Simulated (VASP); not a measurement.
VASP runs on Lu2Te3 (space group P-3m1) share one base input (PBE GGA, plane waves, VASP's PBE PAW potentials (set 64)) and change the settings named in each case.

### KPOINTS
```
Automatic mesh
0
Gamma
3 3 2
0 0 0
```

**INCAR**
```
ALGO=Normal
EDIFF=1E-6
ENCUT=300
GGA=PE
ISIF=2
ISMEAR=-1
LASPH=.TRUE.
LCHARG=.FALSE.
LMAXMIX=6
LREAL=.FALSE.
LWAVE=.FALSE.
NELM=100
PREC=Accurate
SIGMA=0.05
SYSTEM=Lu2Te3
```

File POSCAR:
```
Lu2Te3
1
    4.8209960000     0.0000000000     0.0000000000
   -2.4104980000     4.1751050000     0.0000000000
    0.0000000000     0.0000000000     7.5118410000
Lu Te
2 3
Direct
  0.3333330000   0.6666670000   0.2467000000
  0.6666670000   0.3333330000   0.7533000000
  0.0000000000   0.0000000000   0.0000000000
  0.3333330000   0.6666670000   0.6470000000
  0.6666670000   0.3333330000   0.3530000000
```

POTCAR, in this order: Lu_3 Te (PBE.64 set). Program: vasp_std.

```
change                                                                                                                                                  E(σ→0) (eV/atom)  pressure (GPa)  largest force (eV/Å)  −TS (eV)
------------------------------------------------------------------------------------------------------------------------------------------------------  ----------------  --------------  --------------------  --------
base run                                                                                                                                                         -4.6986            4.59                 0.745   -0.0007
GGA = PS                                                                                                                                                         -5.1121               …                     …   -0.0013
GGA_COMPAT = .FALSE., LNONCOLLINEAR = .TRUE., LSORBIT = .TRUE., MAGMOM = 0.0 0.0 0.0 0.0 0.0 0.0 0.0 0.0 0.0 0.0 0.0 0.0 0.0 0.0 0.0, program vasp_ncl           -4.8883            4.56                 0.742   -0.0019
KPOINTS 6×6×3 Γ-centred mesh                                                                                                                                     -4.7032               …                     …   -0.0013
```

Problem. Complete the blanks.

Solution. 
- GGA = PS, pressure (GPa): 1.86
- GGA = PS, largest force (eV/Å): 0.651
- KPOINTS 6×6×3 Γ-centred mesh, pressure (GPa): 4.61
- KPOINTS 6×6×3 Γ-centred mesh, largest force (eV/Å): 0.723

Energies of different potentials or functionals have different zeros.  Unless said otherwise, spin-orbit coupling is left out, though it shifts the bands of the heavy elements here. At 300 eV the pressure can carry a Pulay error.

Left out are runs that ran out of time, are held back, or changed the cell or the kind of run, fixed moments of cells without a moment, rows past the twelfth, gaps on odd meshes, pressures of charged cells and columns that move by less than the noise.

The structure was generated: Lu2Te3 was put into an ordered model structure, which need not be its known phase. The cell was not relaxed at this level, forces remain on its atoms.
